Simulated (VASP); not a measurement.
Output of a VASP run:

### OSZICAR
```
       N       E                     dE             d eps       ncg     rms          rms(c)
DAV:   1     0.465234909711E+02    0.46523E+02   -0.65304E+03  2610   0.116E+03
DAV:   2    -0.121444932156E+02   -0.58668E+02   -0.57702E+02  3231   0.250E+02
DAV:   3    -0.127892332213E+02   -0.64474E+00   -0.62176E+00  3011   0.264E+01
DAV:   4    -0.127926090048E+02   -0.33758E-02   -0.33739E-02  2989   0.162E+00
DAV:   5    -0.127926309901E+02   -0.21985E-04   -0.21985E-04  2878   0.107E-01    0.176E+01
DAV:   6    -0.124839727863E+02    0.30866E+00   -0.29207E-01  2709   0.678E+00    0.906E+00
DAV:   7    -0.123802771673E+02    0.10370E+00   -0.26506E-01  2736   0.616E+00    0.465E-01
DAV:   8    -0.123785530502E+02    0.17241E-02   -0.43193E-03  2822   0.889E-01    0.689E-02
DAV:   9    -0.123785424206E+02    0.10630E-04   -0.57303E-05  2866   0.104E-01    0.290E-02
DAV:  10    -0.123785414909E+02    0.92973E-06   -0.28358E-06  3057   0.236E-02
   1 F= -.94345605E+01 E0= -.94346073E+01  d E =-.943456E+01
```

**OUTCAR**
```
------------------------ aborting loop because EDIFF is reached ----------------------------------------
  FORCE on cell =-STRESS in cart. coord.  units (eV):
  Direction    XX          YY          ZZ          XY          YZ          ZX
  --------------------------------------------------------------------------------------
  Total        2.9414642      2.9414642      2.9414642      0.0000000      0.0000000      0.0000000
  in kB      299.7435285    299.7435285    299.7435285      0.0000000      0.0000000      0.0000000
  external PRESSURE =      -0.2564715 kB  Pullay stress =     300.0000000 kB
  volume of cell :       15.72
      direct lattice vectors                 reciprocal lattice vectors
    -1.578173624  1.578173624  1.578173624     0.000000000  0.316821921  0.316821921
     1.578173624 -1.578173624  1.578173624     0.316821921  0.000000000  0.316821921
     1.578173624  1.578173624 -1.578173624     0.316821921  0.316821921  0.000000000
 POSITION                                       TOTAL-FORCE (eV/Angst)
 -----------------------------------------------------------------------------------
      0.00000      0.00000      0.00000         0.000000      0.000000     -0.000000
 -----------------------------------------------------------------------------------
    total drift:                                0.000000      0.000000      0.000000
  FREE ENERGIE OF THE ION-ELECTRON SYSTEM (eV)
  ---------------------------------------------------
  free  energy   TOTEN  =       -12.3785414909 eV

  energy  without entropy=      -12.3786818993  energy(sigma->0) =      -12.37858829
  enthalpy is  TOTEN    =        -9.4345604683 eV   P V=        2.9439810226

 reached required accuracy - stopping structural energy minimisation
```
(Selected blocks of OUTCAR.)

POSCAR:
```
Ta
1
   -1.5781736243     1.5781736243     1.5781736243
    1.5781736243    -1.5781736243     1.5781736243
    1.5781736243     1.5781736243    -1.5781736243
Ta
1
Direct
  1.0000000000   0.0000000000   0.0000000000
```

**Question.** Reconstruct the remaining input files.

**Answer.** One answer among several that fit: the input of the run itself, PBEsol GGA, plane waves, VASP's PBE PAW potentials (set 64).

### KPOINTS
```
Regular mesh
0
G
16 16 16
```

**INCAR**
```
ALGO  =  Normal
EDIFF  =  1E-6
EDIFFG  =  -0.02
ENCUT  =  500
GGA  =  PS
IBRION  =  2
ISIF  =  3
ISMEAR  =  1
LASPH  =  .True.
LCHARG  =  .False.
LMAXMIX  =  6
LREAL  =  .False.
LWAVE  =  .False.
NELM  =  100
NSW  =  40
PREC  =  Accurate
PSTRESS  =  300
SIGMA  =  0.1
SYSTEM  =  Ta
```

POTCAR, in this order: Ta_pv (PBE.64 set). Program: vasp_std.

The compound is Ta in the bcc structure. It was relaxed first under an external pressure of 30 GPa.
